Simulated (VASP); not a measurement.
Crystal: Na2Ta3.

```
Na Ta
1.0
     3.91085    0.00000    0.00000
    -1.95543    3.38690    0.00000
     0.00000    0.00000    5.95650
Na Ta
2 3
Direct
  0.66667 0.33333 0.76131
  0.33333 0.66667 0.23869
  0.66667 0.33333 0.35111
  0.33333 0.66667 0.64889
  0.00000 0.00000 0.00000
```

The cell was built by a generator and needn't be a form met in nature.

```yaml
Program: VASP 6.6.1
Task: relaxation of cell and atoms
Functional: PBE
Potentials_or_basis: VASP PAW PBE potentials, release 64 (Na_pv, Ta_pv)
Cutoff: 600 eV
k_mesh: 8 × 8 × 5
Occupations: methfessel-paxton, width 0.1 eV
Spin: no spin polarisation
```

At the start: pressure 39.6 GPa; volume 15.78 Å³/atom.

Task: Where does the relaxation end?

Result: Over 17 steps the energy falls by 872.9 meV/atom and the volume is 20.68 Å³/atom (+31.1 %); space group P-3m1 (No. 164, to 0.05 Å).

Step by step:
```
step  energy change (eV)  largest force (eV/Å)  pressure (GPa)  volume (Å³)
   1              0.0000                3.5229           39.58        78.90
   2             -2.1748                0.7899          -10.89       132.26
   3             -3.1136                1.4787           -2.02       107.75
   4             -3.6068                1.4603           -1.85       107.14
   5             -4.0615                1.4679           -0.59       104.71
   6             -4.2832                0.4490            0.32       102.83
   7             -4.2867                0.3017            0.16       103.04
   8             -4.3431                0.2811           -0.16       103.40
   9             -4.3471                0.2700           -0.22       103.49
  10             -4.3561                0.1422            0.23       102.97
  11             -4.3578                0.1712            0.54       102.64
  12             -4.3623                0.1085           -0.25       103.72
  13             -4.3623                0.1071           -0.29       103.74
  14             -4.3642                0.0148           -0.02       103.38
  15             -4.3642                0.0099            0.01       103.35
  16             -4.3642                0.0105            0.02       103.36
  17             -4.3643                0.0034           -0.04       103.41
```

Final structure:
```xyz
5
Lattice="4.5780 0.0000 0.0000 -2.2890 3.9646 0.0000 0.0000 0.0000 5.6976" Properties=species:S:1:pos:R:3 pbc="T T T"
Na    2.2890    1.3215    4.8492
Na    0.0000    2.6431    0.8484
Ta    2.2890    1.3215    2.0770
Ta    0.0000    2.6431    3.6206
Ta    0.0000    0.0000    5.6976
```

Caveat: the volume moved by over 15 % at a fixed basis, so the end points are rough.
